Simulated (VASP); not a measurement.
Consider the following.

```xyz
3
Lattice="3.1462 0.0000 0.0000 -1.5731 2.7246 0.0000 0.0000 0.0000 19.6620" Properties=species:S:1:pos:R:3 pbc="T T T"
W      1.5731     0.9082     9.8310
S      0.0000     1.8164    11.3982
S      0.0000     1.8164     8.2638
```

All values below come from PBEsol GGA, VASP's PBE PAW potentials (set 64) (plane waves; VASP). Settings: PREC = Normal, 400 eV cut-off, 12×12×1 Γ-centred mesh, Gaussian smearing of 0.050 eV, potentials W_sv S.

Unless said otherwise, spin-orbit coupling is left out, though it shifts the bands of the heavy elements here.

Problem. What does the run give for the energy per atom (σ→0), band gap (on the k-mesh) with the smallest direct gap where there is one?

Solution. 
| Property | Value |
|---|---|
| band gap (on the k-mesh) | 1.94 eV |
| smallest direct gap (on the k-mesh) | 1.94 eV |
| energy per atom (σ→0) | -8.416 eV/atom |

Only differences to runs with the same potentials and settings are physical.

The cell is a sheet with vacuum, built from WS2 (2H layered).
